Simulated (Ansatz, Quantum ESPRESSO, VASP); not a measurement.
# Fitting the PBE energy curve of Zn3P

```
CELL_PARAMETERS angstrom
3.97552 0.00000 0.00000
0.00000 3.97552 0.00000
0.00000 0.00000 3.97552
ATOMIC_POSITIONS crystal
Zn 0.50000 0.50000 0.00000
Zn 0.50000 0.00000 0.50000
Zn 0.00000 0.50000 0.50000
P 0.00000 0.00000 0.00000
```

The cell comes from a database or a generator and needn't be the stable form of this composition.

The cell was scaled at fixed shape and fractions and run with Ansatz, Ansatz PAW, cutoff 420 eV; PBE, k mesh 7 × 7 × 7 on the cell of 4 atoms, fermi-dirac occupations of 0.05 eV, no spin polarisation, no spin-orbit coupling. Energies are those that the program minimises, any entropy of the smearing included. For a metal such a mesh isn't converged to the digits shown.

```csv
V (Å³/atom),energy over the lowest row (meV/atom)
14.7655,9.793
15.0797,3.084
15.3939,0.000
15.7080,?
16.0222,3.296
16.3363,8.942
16.6505,16.855
```

Question: Fit the third-order Birch-Murnaghan form, give V0, B0 and B′, and predict the energy left open.

Answer: With y = (V0/V)^(2/3), E = E0 + (9 V0 B0/16) [(y - 1)³ B′ + (y - 1)² (6 - 4y)]. Least squares through the rows shown give V0 = 15.5293 Å³/atom, E0 = -0.279 meV, B0 = 77.82 GPa (1 eV/Å³ = 160.218 GPa) and B′ = 4.91, with a largest miss of 0.013 meV. At V = 15.7080 the form with these constants gives 0.209 meV; the run gave 0.209 meV an atom. Other set-ups at this level, from all their volumes (Å³/atom, GPa): Quantum ESPRESSO, SSSP 1.3 efficiency PBE: V0 15.562, B0 78.08; VASP, PBE PAW files P, Zn, 520 eV: V0 15.574, B0 78.11.
